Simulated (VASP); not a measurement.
Here is the system:

```xyz
4
Lattice="3.7619 0.0000 0.0000 0.0000 3.7619 0.0000 0.0000 0.0000 3.7619" Properties=species:S:1:pos:R:3 pbc="T T T"
Ir     1.8809     1.8809     1.8809
O      1.8809     1.8809     0.0000
O      0.0000     1.8809     1.8809
O      1.8809     0.0000     1.8809
```

The numbers are results of PBEsol GGA, VASP's PBE PAW potentials (set 64) (plane waves; VASP), not measurements. Numerical set-up: 520 eV cut-off, 9×9×9 Γ-centred mesh, tetrahedra with Blöchl corrections, potentials Ir O.

Unless said otherwise, spin-orbit coupling is left out, though it shifts the bands of the heavy elements here.

Task: What does the run give for the energy per atom (σ→0), band gap (on the k-mesh) with the smallest direct gap where there is one?

Result: 
```
Property                                                     Value
------------------------  ----------------------------------------
band gap (on the k-mesh)  none (metal, semimetal or under 0.01 eV)
energy per atom (σ→0)                               -6.725 eV/atom
```

Total energies compare only between runs with the same potentials, cut-off and functional.

The structure comes from a computed database's IrO3 entry (Pm-3m); how it stands against other phases isn't given here. It was relaxed first. The electron count is odd and the run is not spin-polarised, which forces a metal. VASP warned that the highest band is occupied, so more bands are needed.
